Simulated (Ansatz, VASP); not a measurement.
# BaPbSO: VASP beside Ansatz, part 2 of 2

One calculation is typed for both programs; each brings its own data sets and cutoff. How far apart do they land? The cell is invented: As first built, before any earlier steps moved the atoms (in the runner's words): it takes the BaO structure with some of its atoms replaced by other elements, volume scaled by an estimate. It may not be a known or stable phase. The cell is taken from a series of VASP runs on this material, whose earlier steps may have relaxed, scaled or displaced it; both programs get it as it stands.

VASP 6.6.1 and Ansatz 0.2.0.

So far: The structure; Ansatz: relaxation of cell and atoms, PBEsol.

**3. VASP: relaxation of cell and atoms, PBEsol**

Level of this step: PBEsol; plane waves and PAW (Pb_d, Ba_sv, S, O); invented cell (VASP).

The same cell, functional, mesh and smearing now go to VASP, with its own data sets and cutoff.

Lines of VASP's logs that name or quote its potential files are left out, and so is its time.

Input file INCAR:

```
SYSTEM = BaPbSO
PREC = Accurate
ENCUT = 520
EDIFF = 1E-06
NELM = 100
ISMEAR = -1
SIGMA = 0.05
LREAL = .FALSE.
ALGO = Normal
GGA = PS
NBANDS = 24
LORBIT = 11
LWAVE = .FALSE.
LCHARG = .FALSE.
KPAR = 2
IBRION = 2
NSW = 60
ISIF = 3
EDIFFG = -0.01
```

Input file POSCAR:

```
BaPbSO
1.0
    3.5020516600     -2.0260008600      0.0000000000
    3.5020516600      2.0260008600      0.0000000000
   -2.3366172400      0.0000000000      6.6851899800
Pb Ba S O
1 1 1 1
Direct
    0.5034421680      0.5034421680      0.5180477100
    0.9809848210      0.9809848210      0.9446264060
    0.7571568430      0.7571568430      0.2741860540
    0.2545546840      0.2545546840      0.7641158310
```

Input file KPOINTS:

```
Automatic mesh
0
Gamma
7 7 4
0 0 0
```

The projector-augmented-wave data sets are Pb_d, Ba_sv, S and O (PBE family, release 64).

On the command line:

```sh
mpirun -np 2 vasp_std
```

Numbers of over 12 decimals in the logs are rounded to 6 here.

The program printed:

```text
[banner, memory and clock lines left out]
running    2 mpi-ranks, on    1 nodes
 distrk:  each k-point on    1 cores,    2 groups
 distr:  one band on    1 cores,    1 groups

 POSCAR found type information on POSCAR PbBaS O
 POSCAR found :  4 types and       4 ions
|                                                                             |
|               ----> ADVICE to this user running VASP <----                  |
|                                                                             |
|     You enforced a specific xc type in the INCAR file but a different       |
|     [... a line on the potential file left out ...]
|     I HOPE YOU KNOW WHAT YOU ARE DOING!                                     |
|                                                                             |

 LDA part: xc-table for (Slater+PW92), standard interpolation
 POSCAR, INCAR and KPOINTS ok, starting setup
 FFT: planning ... GRIDC
 FFT: planning ... GRID_SOFT
 FFT: planning ... GRID
 WAVECAR not read
 entering main loop
       N       E                     dE             d eps       ncg     rms          rms(c)
DAV:   1     0.338661744699E+03    0.33866E+03   -0.17061E+04  2880   0.151E+03
DAV:   2     0.125352615461E+02   -0.32613E+03   -0.31183E+03  3088   0.382E+02
DAV:   3    -0.238575924059E+02   -0.36393E+02   -0.35580E+02  3920   0.130E+02
DAV:   4    -0.253022078112E+02   -0.14446E+01   -0.14420E+01  4112   0.256E+01
DAV:   5    -0.253446623804E+02   -0.42455E-01   -0.42447E-01  4032   0.379E+00    0.108E+01
DAV:   6    -0.221846636018E+02    0.31600E+01   -0.16627E+01  3936   0.286E+01    0.770E+00
DAV:   7    -0.218118050564E+02    0.37286E+00   -0.38120E+00  3336   0.108E+01    0.330E+00
DAV:   8    -0.217308747703E+02    0.80930E-01   -0.58241E-01  4008   0.546E+00    0.125E+00
DAV:   9    -0.217346889626E+02   -0.38142E-02   -0.54627E-02  3824   0.168E+00    0.399E-01
DAV:  10    -0.217349208292E+02   -0.23187E-03   -0.94272E-03  4312   0.946E-01    0.175E-01
DAV:  11    -0.217351548970E+02   -0.23407E-03   -0.12551E-03  4000   0.252E-01    0.105E-01
DAV:  12    -0.217352650782E+02   -0.11018E-03   -0.33318E-04  3824   0.168E-01    0.164E-02
DAV:  13    -0.217352705707E+02   -0.54925E-05   -0.57856E-05  4016   0.579E-02    0.126E-02
DAV:  14    -0.217352709828E+02   -0.41211E-06   -0.62863E-06  4000   0.159E-02
   1 F= -.21735271E+02 E0= -.21735271E+02  d E =-.217353E+02
[...]
2 F= -.21735362E+02 E0= -.21735362E+02  d E =-.912429E-04
[...]
3 F= -.21735386E+02 E0= -.21735386E+02  d E =-.115015E-03
[...]
4 F= -.21735440E+02 E0= -.21735440E+02  d E =-.536408E-04
[...]
5 F= -.21735450E+02 E0= -.21735450E+02  d E =-.637091E-04
 curvature:  -1.48 expect dE=-0.446E-04 dE for cont linesearch -0.479E-07
 trial: gam= 0.21162 g(F)=  0.126E-04 g(S)=  0.175E-04 ort =-0.230E-05 (trialstep = 0.103E+01)
 search vector abs. value=  0.364E-04
 bond charge predicted
       N       E                     dE             d eps       ncg     rms          rms(c)
DAV:   1    -0.217355001293E+02   -0.50572E-04   -0.65900E-03  2920   0.547E-01    0.336E-02
DAV:   2    -0.217354883687E+02    0.11761E-04   -0.22123E-04  3840   0.120E-01    0.185E-02
DAV:   3    -0.217354756896E+02    0.12679E-04   -0.17552E-05  4352   0.440E-02    0.774E-03
DAV:   4    -0.217354732465E+02    0.24431E-05   -0.72528E-06  4352   0.255E-02    0.194E-03
DAV:   5    -0.217354732200E+02    0.26530E-07   -0.89870E-07  1960   0.713E-03
   6 F= -.21735473E+02 E0= -.21735473E+02  d E =-.235134E-04
 trial-energy change:   -0.000024  1 .order   -0.000022   -0.000031   -0.000014
 step:   1.9419(harm=  1.9419)  dis= 0.00153  next Energy=   -21.735478 (dE=-0.287E-04)
 reached required accuracy - stopping structural energy minimisation
```

Parts of OUTCAR (step 3):

```text
ion  position               nearest neighbor table
   1  0.503  0.503  0.518-   4 2.84   3 2.85   3 2.85   3 2.86   4 2.87   4 2.87   2 3.68   2 3.68
                             2 3.69
   2  0.981  0.981  0.945-   4 2.63   4 2.63   4 2.63   3 3.21   3 3.21   3 3.21   1 3.68   1 3.68
                             1 3.69
   3  0.757  0.757  0.274-   1 2.85   1 2.85   1 2.86   2 3.21   2 3.21   2 3.21
   4  0.255  0.255  0.764-   2 2.63   2 2.63   2 2.63   1 2.84   1 2.87   1 2.87

  LATTYP: Found a base centered monoclinic cell.
 ALAT       =     7.0041033200
 B/A-ratio  =     0.5785182678
 C/A-ratio  =     1.0110895349
 COS(beta)  =    -0.3299479371

 Subroutine GETGRP returns: Found  2 space group operations
 (whereof  2 operations were pure point group operations)

The static configuration has the point symmetry C_1h.

 Found     60 irreducible k-points:

   k-points           NKPTS =     60   k-points in BZ     NKDIM =     60   number of bands    NBANDS=     24

   dimension x,y,z NGX =    30 NGY =   30 NGZ =   54
   dimension x,y,z NGXF=    60 NGYF=   60 NGZF=  108

   ENCUT  =  520.0 eV  38.22 Ry    6.18 a.u.   7.52  7.52 13.17*2*pi/ulx,y,z

   NELECT =      36.0000    total number of electrons

 k-points in reciprocal lattice and weights: Automatic mesh
   0.00000000  0.00000000  0.00000000       0.005
   0.14285714  0.00000000  0.00000000       0.020
   0.28571429 -0.00000000  0.00000000       0.020
   0.42857143 -0.00000000  0.00000000       0.020
   0.14285714  0.14285714  0.00000000       0.010
   0.28571429  0.14285714  0.00000000       0.020
   0.42857143  0.14285714  0.00000000       0.020
  -0.42857143  0.14285714  0.00000000       0.020
  -0.28571429  0.14285714 -0.00000000       0.020
[...]
0.42857143  0.42857143  0.50000000       0.010
  -0.42857143  0.42857143  0.50000000       0.010

 average (electrostatic) potential at core
       1 -92.6039       2 -34.3059       3 -86.6870       4 -69.6437

 E-fermi :   4.5189

 k-point     1 :       0.0000    0.0000    0.0000
  band No.  band energies     occupation
    ...
     14       1.9307      2.00000
     15       2.2589      2.00000
     16       2.3714      2.00000
     17       2.6467      2.00000
     18       2.6664      2.00000
     19       6.0100      0.00000
     20       8.2091      0.00000
     21       8.2517      0.00000
     22       8.2656      0.00000
     23       8.7363      0.00000
    ...

 k-point     2 :       0.1429    0.0000    0.0000
  band No.  band energies     occupation
    ...
     14       1.8273      2.00000
     15       1.8841      2.00000
     16       2.4513      2.00000
     17       2.6184      2.00000
     18       3.1812      2.00000
     19       6.2578      0.00000
     20       7.1419      0.00000
     21       8.1099      0.00000
     22       8.2575      0.00000
     23       8.7565      0.00000
    ...

 k-point     3 :       0.2857   -0.0000    0.0000
  band No.  band energies     occupation
    ...
     14       1.4615      2.00000
     15       1.6614      2.00000
     16       2.2732      2.00000
     17       2.6713      2.00000
     18       3.2710      2.00000
     19       6.2635      0.00000
     20       7.1128      0.00000
     21       8.1429      0.00000
     22       8.2741      0.00000
     23       9.1756      0.00000
    ...

  Total       -0.0001189     -0.0069665      0.0184869      0.0000000      0.0000000     -0.0081702
  in kB       -0.0020050     -0.1174940      0.3117917      0.0000000      0.0000000     -0.1377957
  external PRESSURE =       0.0640975 kB  Pullay stress =       0.0000000 kB

  energy-cutoff  :      520.00
  volume of cell :       95.00
      direct lattice vectors                 reciprocal lattice vectors
     3.505789151 -2.028432373  0.001940496     0.142593639 -0.246495770  0.049866855
     3.505789151  2.028432373  0.001940496     0.142593639  0.246495770  0.049866855
    -2.335401646  0.000000000  6.678051440    -0.000082869  0.000000000  0.149715299

 POSITION                                       TOTAL-FORCE (eV/Angst)
 -----------------------------------------------------------------------------------
      2.32057      0.00000      3.45661        -0.000399      0.000000      0.001711
      4.67203      0.00000      6.31036        -0.000231      0.000000     -0.005898
      4.66770      0.00000      1.83443         0.000584      0.000000      0.000377
      0.00079      0.00000      5.10994         0.000047      0.000000      0.003810
 -----------------------------------------------------------------------------------
    total drift:                                0.000086      0.000000     -0.000705

  FREE ENERGIE OF THE ION-ELECTRON SYSTEM (eV)
  ---------------------------------------------------
  free  energy   TOTEN  =       -21.7354732200 eV

  energy  without entropy=      -21.7354732195  energy(sigma->0) =      -21.73547322

 reached required accuracy - stopping structural energy minimisation

 total charge
# of ion       s       p       d       tot
------------------------------------------
    1        1.476   0.520   9.844  11.841
    2        2.013   5.596   0.367   7.977
    3        1.333   2.365   0.000   3.698
    4        1.568   3.315   0.000   4.882
--------------------------------------------------
tot          6.390  11.797  10.211  28.398

[... 3 further parts left out ...]
```

CONTCAR:

```
BaPbSO
   1.00000000000000
     3.5057891512353065   -2.0284323733651064    0.0019404956146171
     3.5057891512353065    2.0284323733651064    0.0019404956146171
    -2.3354016464386214    0.0000000000000000    6.6780514396247064
  Pb              Ba              S               O
     1     1     1     1
Direct
     0.5032683330210814    0.5032683330210814    0.5173146893763140
     0.9808797545619473    0.9808797545619473    0.9443702113439123
     0.7570610089682001    0.7570610089682001    0.2742546812132531
     0.2549294194487660    0.2549294194487660    0.7650364190665113
```

The gap is read on the k-mesh alone, so it is an upper bound where the band edges lie off the mesh. Harder data sets than Ba_sv exist (the GW ones), and pressures, volumes and forces can shift noticeably with them. The run keeps the 2 symmetry operations of its start, so it cannot find a distortion of lower symmetry.

**4. Differences**

Known differences besides the potentials themselves: both relaxations stop at a tolerance, which leaves soft axes loose, and VASP keeps its plane-wave basis; the cutoff is 420 eV in Ansatz and 520 eV in VASP; Ansatz makes its cores anew for this functional, VASP keeps those of its PBE data sets; VASP leaves aspherical gradient terms in its spheres out (LASPH is not set), Ansatz keeps them; Ansatz adds a Pulay correction to the stress that steers its cell, VASP none. Total energies have different zeros and are not compared.

The two programs side by side:

```csv
quantity,Ansatz,VASP,difference
volume (Å³),94.09,95.00,-0.96 %
"edge a after relaxation, in the typed setting (Å)",4.034,4.050,-0.40 %
"edge c after relaxation, in the typed setting (Å)",7.066,7.075,-0.12 %
```

The walks stopped with -0.01 GPa left in Ansatz and 0.01 GPa in VASP; each walk ends within a tolerance, so the volume difference is uncertain by about these residues over the bulk modulus, most in soft cells.

**5. Outcome**

```
difference in volume (relaxation of cell and atoms, PBEsol) : -0.96 %
```

What this shows: The difference in volume is -0.96 % (relaxation of cell and atoms, PBEsol), within the 1.2 % picked in this series as the mark of a large difference, as far as the stopping tolerances let one tell. How closely two codes agree says nothing of how well the functional describes the real material.

[Lines on the potential files, build, host, timing and source positions are cut from VASP's logs without a mark.]

[Logs are printed without paths, hosts, clocks, repeated set-up lines and the standing remarks that a program may print on its own settings, such as how far it seeks lower states.]

[Hosts, paths, dates, database ids (printed as entryN), source tags and the programs' standing remarks are cut or masked in the printed files.]
